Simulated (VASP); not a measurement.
A VASP calculation is set up with these files.

### POSCAR
```
SnO2
1
    4.7701778429     0.0000000000     0.0000000000
    0.0000000000     4.7701778429     0.0000000000
    0.0000000000     0.0000000000     3.2197953572
Sn O
2 4
Direct
  0.0000000000   0.0000000000   0.0000000000
  0.5000000000   0.5000000000   0.5000000000
  0.3063833544   0.3063833544   0.0000000000
  0.8063833544   0.1936166456   0.5000000000
  0.1936166456   0.8063833544   0.5000000000
  0.6936166456   0.6936166456   0.0000000000
```

### KPOINTS
```
Automatic mesh
0
Gamma
4 4 6
0 0 0
```

INCAR:
```
AGGAC = 0.0
ALGO = Normal
SIGMA = 0.05
LREAL = .False.   ! projection in real space or not
LMAXMIX = 4   ! l cut-off of mixed one-centre charges
NELM = 100   ! most electronic steps
GGA = CX
LUSE_VDW = .True.
SYSTEM = SnO2
NSW = 60   ! most ionic steps
EDIFFG = -0.02   ! ionic stop
EDIFF = 1E-6
ISMEAR = 0
ENCUT = 520
LCHARG = .False.
LWAVE = .False.
LASPH = .True.   ! aspherical one-centre terms
IBRION = 2   ! conjugate gradients
PREC = Accurate
ISIF = 3
```

POTCAR, in this order: Sn_d O (PBE.64 set). Program: vasp_std.

Question: Translate this vdW-DF-cx calculation to Quantum ESPRESSO's pw.x.

Answer: One equivalent input (not run):
```
&CONTROL
  calculation = 'vc-relax'
  pseudo_dir = './pseudo'
  outdir = './out'
  tprnfor = .true.
  tstress = .true.
  nstep = 60
  forc_conv_thr = 0.00078
/
&SYSTEM
  ibrav = 0
  nat = 6
  ntyp = 2
  ecutwfc = 84
  occupations = 'smearing'
  smearing = 'gaussian'
  degauss = 0.003675
  input_dft = 'vdw-df-cx'
/
&ELECTRONS
  conv_thr = 7.3e-08
  electron_maxstep = 100
/
&IONS
/
&CELL
/
ATOMIC_SPECIES
  Sn 118.710 Sn.upf
  O 15.999 O.upf
CELL_PARAMETERS angstrom
     4.7701778    0.0000000    0.0000000
     0.0000000    4.7701778    0.0000000
     0.0000000    0.0000000    3.2197954
ATOMIC_POSITIONS crystal
  Sn   0.0000000  0.0000000  0.0000000
  Sn   0.5000000  0.5000000  0.5000000
  O    0.3063834  0.3063834  0.0000000
  O    0.8063834  0.1936166  0.5000000
  O    0.1936166  0.8063834  0.5000000
  O    0.6936166  0.6936166  0.0000000
K_POINTS automatic
  4 4 6 0 0 0
```
What does not carry over: the potentials are each code's own (VASP's PAW set, PseudoDojo norm-conserving files in pw.x), so ENCUT and ecutwfc are chosen apart and not converted; conv_thr bounds pw.x's estimated SCF error, while EDIFF bounds the energy change between steps; forc_conv_thr acts on force components and is met together with etot_conv_thr.

The compound is SnO2 in the rutile structure. This run relaxes it. Symmetry was kept, so distortions that lower it aren't found. The start is the result of an earlier pass.
